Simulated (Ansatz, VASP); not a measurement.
# Cross-check of Pd16S (Pd(100)) between VASP and Ansatz

One calculation is typed for both programs; each brings its own data sets and cutoff. How far apart do they land? The structure shown is the end of the VASP relaxation below.

Program: Ansatz 0.2.0. Level of theory: plane waves, with VASP 6.6.1 beside it; single point at PBEsol. Results are calculated unless marked as measured.

## Step 1: The starting structure

The cell holds 17 atoms: 16 Pd and 1 S. Its edges and angles: a = 5.475 Å, b = 5.475 Å, c = 20.808 Å, α = 90.0°, β = 90.0°, γ = 90.0°. It derives from Pd. As first built, before any earlier steps moved the atoms (in the runner's words): S over the hollow site of Pd(100). Vacuum lies along c.

## Step 2: VASP: relaxation, PBEsol

This run makes the geometry at which the two programs are then compared.

Lines of VASP's logs that name or quote its potential files are left out, and so is its time.

INCAR reads:

```
SYSTEM = Pd16S
PREC = Normal
ENCUT = 320
EDIFF = 1E-05
NELM = 120
ISMEAR = 1
SIGMA = 0.15
LREAL = Auto
ALGO = Fast
GGA = PS
NBANDS = 102
LASPH = .TRUE.
LORBIT = 11
LWAVE = .FALSE.
LCHARG = .FALSE.
KPAR = 2
NCORE = 2
IBRION = 2
NSW = 50
ISIF = 2
EDIFFG = -0.03
POTIM = 0.4
MAXMIX = 40
IDIPOL = 3
LDIPOL = .TRUE.
DIPOL = 0.5 0.5 0.511
```

POSCAR reads:

```
Pd16S
1.0
    5.4754143377      0.0000000000      0.0000000000
    0.0000000000      5.4754143377      0.0000000000
    0.0000000000      0.0000000000     20.8075539120
Pd S
16 1
Selective dynamics
Direct
    0.2500000000      0.2500000000      0.3604460200  F F F
    0.7500000000      0.2500000000      0.3604460200  F F F
    0.2500000000      0.7500000000      0.3604460200  F F F
    0.7500000000      0.7500000000      0.3604460200  F F F
    0.0000000000      0.0000000000      0.4534820100  F F F
    0.5000000000      0.0000000000      0.4534820100  F F F
    0.0000000000      0.5000000000      0.4534820100  F F F
    0.5000000000      0.5000000000      0.4534820100  F F F
    0.2500000000      0.2500000000      0.5458759200  T T T
    0.7500000000      0.2500000000      0.5458759200  T T T
    0.2500000000      0.7500000000      0.5458759200  T T T
    0.7500000000      0.7500000000      0.5458759200  T T T
    0.0000000000      0.0000000000      0.6371913900  T T T
    0.5000000000      0.0000000000      0.6371913900  T T T
    0.0000000000      0.5000000000      0.6371913900  T T T
    0.5000000000      0.5000000000      0.6371913900  T T T
    0.2500000000      0.2500000000      0.6924597800  T T T
```

KPOINTS reads:

```
Automatic mesh
0
Gamma
4 4 1
0 0 0
```

The projector-augmented-wave data sets are Pd and S (PBE family, release 64).

Started as:

```
> mpirun -np 4 vasp_std
```

Numbers of over 12 decimals in the logs are rounded to 6 here.

The program printed:

```text
[banner, memory and clock lines left out]
running    4 mpi-ranks, on    1 nodes
 distrk:  each k-point on    2 cores,    2 groups
 distr:  one band on    2 cores,    1 groups

 POSCAR found type information on POSCAR PdS
 POSCAR found :  2 types and      17 ions
|                                                                             |
|               ----> ADVICE to this user running VASP <----                  |
|                                                                             |
|     You enforced a specific xc type in the INCAR file but a different       |
|     [... a line on the potential file left out ...]
|     I HOPE YOU KNOW WHAT YOU ARE DOING!                                     |
|                                                                             |

 LDA part: xc-table for (Slater+PW92), standard interpolation
 POSCAR, INCAR and KPOINTS ok, starting setup
 FFT: planning ... GRIDC
 FFT: planning ... GRID_SOFT
 FFT: planning ... GRID
 WAVECAR not read
 entering main loop
       N       E                     dE             d eps       ncg     rms          rms(c)
DAV:   1     0.877296391793E+03    0.87730E+03   -0.59491E+04  1224   0.969E+02
DAV:   2    -0.475081047842E+02   -0.92480E+03   -0.86758E+03  1418   0.257E+02
DAV:   3    -0.991707676613E+02   -0.51663E+02   -0.47886E+02  1384   0.575E+01
DAV:   4    -0.100802446556E+03   -0.16317E+01   -0.16148E+01  1348   0.106E+01
DAV:   5    -0.100873849469E+03   -0.71403E-01   -0.71345E-01  1490   0.220E+00    0.341E+01
RMM:   6    -0.988826196018E+02    0.19912E+01   -0.17608E+01  1225   0.144E+01    0.237E+01
RMM:   7    -0.156360885362E+03   -0.57478E+02   -0.40674E+01  1348   0.141E+01    0.501E+01
RMM:   8    -0.108013708054E+03    0.48347E+02   -0.23978E+01  1245   0.130E+01    0.290E+01
RMM:   9    -0.973594888618E+02    0.10654E+02   -0.68472E+00  1225   0.786E+00    0.105E+01
RMM:  10    -0.963332883587E+02    0.10262E+01   -0.55729E+00  1230   0.664E+00    0.102E+01
RMM:  11    -0.954852883574E+02    0.84800E+00   -0.19316E+00  1225   0.426E+00    0.531E+00
RMM:  12    -0.954746532003E+02    0.10635E-01   -0.79548E-01  1225   0.249E+00    0.445E+00
RMM:  13    -0.953259095662E+02    0.14874E+00   -0.23957E-01  1225   0.151E+00    0.263E+00
RMM:  14    -0.952890018219E+02    0.36908E-01   -0.95338E-02  1225   0.905E-01    0.146E+00
[...]
RMM:  25    -0.952610228788E+02   -0.20184E-03   -0.75051E-05  1046   0.220E-02    0.276E-02
RMM:  26    -0.952611151089E+02   -0.92230E-04   -0.19872E-05   767   0.907E-03    0.227E-02
RMM:  27    -0.952612334306E+02   -0.11832E-03   -0.15563E-05   751   0.746E-03    0.466E-03
RMM:  28    -0.952613413926E+02   -0.10796E-03   -0.65983E-06   686   0.562E-03    0.384E-03
RMM:  29    -0.952614069419E+02   -0.65549E-04   -0.44496E-06   630   0.416E-03    0.916E-03
RMM:  30    -0.952614577703E+02   -0.50828E-04   -0.26969E-06   557   0.391E-03    0.317E-03
RMM:  31    -0.952614726975E+02   -0.14927E-04   -0.79962E-07   266   0.212E-03    0.219E-03
RMM:  32    -0.952614778585E+02   -0.51611E-05   -0.43016E-07   235   0.205E-03
   1 F= -.95261478E+02 E0= -.95246374E+02  d E =-.952615E+02
[... from here on, the cycles between the ionic steps are left out ...]
   5 F= -.95356847E+02 E0= -.95343065E+02  d E =-.103373E-01
   6 F= -.95362100E+02 E0= -.95348094E+02  d E =-.155901E-01
   7 F= -.95362629E+02 E0= -.95348541E+02  d E =-.161189E-01
   8 F= -.95369920E+02 E0= -.95356163E+02  d E =-.729119E-02
   9 F= -.95382255E+02 E0= -.95369484E+02  d E =-.196260E-01
  10 F= -.95383597E+02 E0= -.95371183E+02  d E =-.209680E-01
  11 F= -.95388046E+02 E0= -.95375477E+02  d E =-.444900E-02
  12 F= -.95388044E+02 E0= -.95375489E+02  d E =-.444720E-02
  13 F= -.95388906E+02 E0= -.95376477E+02  d E =-.861737E-03
 trial-energy change:   -0.000862  1 .order   -0.000570   -0.001718    0.000577
 step:   2.0682(harm=  1.8274)  dis= 0.00930  next Energy=   -95.388949 (dE=-0.905E-03)
 bond charge predicted
       N       E                     dE             d eps       ncg     rms          rms(c)
DAV:   1    -0.953888517497E+02    0.58141E-04   -0.28148E-02  1248   0.432E-01    0.341E-02
RMM:   2    -0.953888839309E+02   -0.32181E-04   -0.25158E-04  1187   0.599E-02    0.123E-02
RMM:   3    -0.953888915189E+02   -0.75880E-05   -0.59276E-05   997   0.243E-02
  14 F= -.95388892E+02 E0= -.95376441E+02  d E =-.847687E-03
 curvature:  -1.15 expect dE=-0.109E-03 dE for cont linesearch -0.407E-05
 trial: gam= 0.09425 g(F)=  0.944E-04 g(S)=  0.000E+00 ort = 0.609E-04 (trialstep = 0.237E+01)
 search vector abs. value=  0.115E-03
 reached required accuracy - stopping structural energy minimisation
```

Parts of OUTCAR (step 2):

```text
ion  position               nearest neighbor table
   1  0.250  0.250  0.360-   2 2.74   3 2.74   3 2.74   2 2.74   7 2.74   8 2.74   5 2.74   6 2.74

  LATTYP: Found a simple tetragonal cell.
 ALAT       =     5.4754143377
 C/A-ratio  =     3.8001788776

 Subroutine GETGRP returns: Found  8 space group operations
 (whereof  2 operations were pure point group operations)

The static configuration has the point symmetry C_1h.
 The point group associated with its full space group is C_4v.

 Found      6 irreducible k-points:

   k-points           NKPTS =      6   k-points in BZ     NKDIM =      6   number of bands    NBANDS=    102

   dimension x,y,z NGX =    24 NGY =   24 NGZ =   96
   dimension x,y,z NGXF=    48 NGYF=   48 NGZF=  192

   ENCUT  =  320.0 eV  23.52 Ry    4.85 a.u.   7.99  7.99 30.35*2*pi/ulx,y,z

   NELECT =     166.0000    total number of electrons

 k-points in reciprocal lattice and weights: Automatic mesh
   0.00000000  0.00000000  0.00000000       0.062
   0.25000000  0.00000000  0.00000000       0.250
   0.50000000  0.00000000  0.00000000       0.125
   0.25000000  0.25000000  0.00000000       0.250
   0.50000000  0.25000000  0.00000000       0.250
   0.50000000  0.50000000  0.00000000       0.062

 dipolmoment           0.000000      0.000000      0.019346 electrons x Angstroem

 average (electrostatic) potential at core
       1 -78.9394       2 -78.9585       3 -78.9585       4 -79.0068       5 -79.4277
       6 -79.4277       7 -79.4277       8 -79.4277       9 -79.3595      10 -79.4205
      11 -79.4205      12 -79.4151      13 -79.4101      14 -79.4101      15 -79.4101
      16 -79.4101      17 -91.9269

 E-fermi :   0.6997

 k-point     1 :       0.0000    0.0000    0.0000
  band No.  band energies     occupation
    ...
     76       0.5543      2.04336
     77       0.5543      2.04336
     78       0.6849      1.16651
     79       0.7180      0.79581
     80       0.7180      0.79581
     81       0.8393     -0.03262
     82       0.9808     -0.02353
     83       1.0475     -0.00501
     84       1.0489     -0.00482
     85       1.1816     -0.00005
    ...

 k-point     2 :       0.2500    0.0000    0.0000
  band No.  band energies     occupation
    ...
     79       0.5635      2.02562
     80       0.5847      1.96222
     81       0.6189      1.78121
     82       0.6530      1.50002
     83       0.7447      0.51639
     84       0.8026      0.09044
     85       0.8137      0.04179
     86       0.9167     -0.05990
     87       1.0415     -0.00587
     88       1.4831     -0.00000
    ...

 k-point     3 :       0.5000    0.0000    0.0000
  band No.  band energies     occupation
    ...
     81       0.5968      1.90987
     82       0.6441      1.58232
     83       0.7311      0.65449
     84       0.7317      0.64831
     85       0.7363      0.60064
     86       0.7545      0.42494
     87       1.1950     -0.00003
     88       1.6034     -0.00000
     89       1.9440     -0.00000
     90       2.6811     -0.00000
    ...

  Total      -10.0091869    -10.0091869     -2.8782363     -0.0000000      0.0000000      0.0000000
  in kB      -25.7071763    -25.7071763     -7.3923414     -0.0000000      0.0000000      0.0000000
  external PRESSURE =     -19.6022314 kB  Pullay stress =       0.0000000 kB

  energy-cutoff  :      320.00
  volume of cell :      623.81
      direct lattice vectors                 reciprocal lattice vectors
     5.475414338  0.000000000  0.000000000     0.182634580  0.000000000  0.000000000
     0.000000000  5.475414338  0.000000000     0.000000000  0.182634580  0.000000000
     0.000000000  0.000000000 20.807553912     0.000000000  0.000000000  0.048059469

 POSITION                                       TOTAL-FORCE (eV/Angst)
 -----------------------------------------------------------------------------------
      1.36885      1.36885      7.50000         0.000000     -0.000000     -0.019424
      4.10656      1.36885      7.50000        -0.000000     -0.000000      0.219930
      1.36885      4.10656      7.50000         0.000000     -0.000000      0.219930
      4.10656      4.10656      7.50000         0.000000     -0.000000      0.224429
      0.00000      0.00000      9.43585        -0.053236     -0.053236     -0.163322
      2.73771      0.00000      9.43585         0.053236     -0.053236     -0.163322
      0.00000      2.73771      9.43585        -0.053236      0.053236     -0.163322
      2.73771      2.73771      9.43585         0.053236      0.053236     -0.163322
      1.36885      1.36885     11.33221         0.000000     -0.000000      0.007233
      4.10656      1.36885     11.39041         0.000000     -0.000000     -0.018638
      1.36885      4.10656     11.39041         0.000000     -0.000000     -0.018638
      4.10656      4.10656     11.41875         0.000000     -0.000000     -0.011228
      5.45959      5.45959     13.35619        -0.002476     -0.002476      0.017116
      2.75353      5.45959     13.35619         0.002476     -0.002476      0.017116
      5.45959      2.75353     13.35619        -0.002476      0.002476      0.017116
      2.75353      2.75353     13.35619         0.002476      0.002476      0.017116
      1.36885      1.36885     14.52242         0.000000     -0.000000     -0.018773
 -----------------------------------------------------------------------------------
    total drift:                                0.000000      0.000000      0.283151

  FREE ENERGIE OF THE ION-ELECTRON SYSTEM (eV)
  ---------------------------------------------------
  free  energy   TOTEN  =       -95.3888915189 eV

  energy  without entropy=      -95.3515410966  energy(sigma->0) =      -95.37644138

 reached required accuracy - stopping structural energy minimisation

 vacuum level on the upper side and lower side of the slab         5.795         5.691

 total charge
# of ion       s       p       d       tot
------------------------------------------
    1        0.442   0.321   8.504   9.266
    2        0.446   0.321   8.500   9.267
    3        0.446   0.321   8.500   9.267
    4        0.446   0.324   8.493   9.262
    5        0.480   0.494   8.452   9.426
    6        0.480   0.494   8.452   9.426
    7        0.480   0.494   8.452   9.426
    8        0.480   0.494   8.452   9.426
    9        0.466   0.477   8.478   9.421
   10        0.475   0.490   8.452   9.417
   11        0.475   0.490   8.452   9.417
   12        0.501   0.487   8.471   9.460
   13        0.478   0.460   8.517   9.454
   14        0.478   0.460   8.517   9.454
   15        0.478   0.460   8.517   9.454
   16        0.478   0.460   8.517   9.454
   17        1.345   2.239   0.000   3.584
--------------------------------------------------
tot          8.874   9.287 135.724 153.885

[... 3 further parts left out ...]
```

CONTCAR:

```
Pd16S
   1.00000000000000
     5.4754143377000002    0.0000000000000000    0.0000000000000000
     0.0000000000000000    5.4754143377000002    0.0000000000000000
     0.0000000000000000    0.0000000000000000   20.8075539119999995
  Pd              S
    16     1
Selective dynamics
Direct
     0.2500000000000000    0.2500000000000000    0.3604460199999977   F   F   F
     0.7500000000000000    0.2500000000000000    0.3604460199999977   F   F   F
     0.2500000000000000    0.7500000000000000    0.3604460199999977   F   F   F
     0.7500000000000000    0.7500000000000000    0.3604460199999977   F   F   F
     0.0000000000000000    0.0000000000000000    0.4534820100000019   F   F   F
     0.5000000000000000    0.0000000000000000    0.4534820100000019   F   F   F
     0.0000000000000000    0.5000000000000000    0.4534820100000019   F   F   F
     0.5000000000000000    0.5000000000000000    0.4534820100000019   F   F   F
     0.2500000000000000    0.2500000000000000    0.5446199844935722   T   T   T
     0.7500000000000000    0.2500000000000000    0.5474172824932996   T   T   T
     0.2500000000000000    0.7500000000000000    0.5474172824932996   T   T   T
     0.7500000000000000    0.7500000000000000    0.5487792126892900   T   T   T
     0.9971106413317694    0.9971106413317694    0.6418911858558964   T   T   T
     0.5028893586682306    0.9971106413317694    0.6418911858558964   T   T   T
     0.9971106413317694    0.5028893586682306    0.6418911858558964   T   T   T
     0.5028893586682306    0.5028893586682306    0.6418911858558964   T   T   T
     0.2500000000000000    0.2500000000000000    0.6979400001777045   T   T   T
```

(Continued in part 2 of 2.)

[Lines on the potential files, build, host, timing and source positions are cut from VASP's logs without a mark.]

[Logs are printed without paths, hosts, clocks, repeated set-up lines and the standing remarks that a program may print on its own settings, such as how far it seeks lower states.]

[Hosts, paths, dates, database ids (printed as entryN), source tags and the programs' standing remarks are cut or masked in the printed files.]
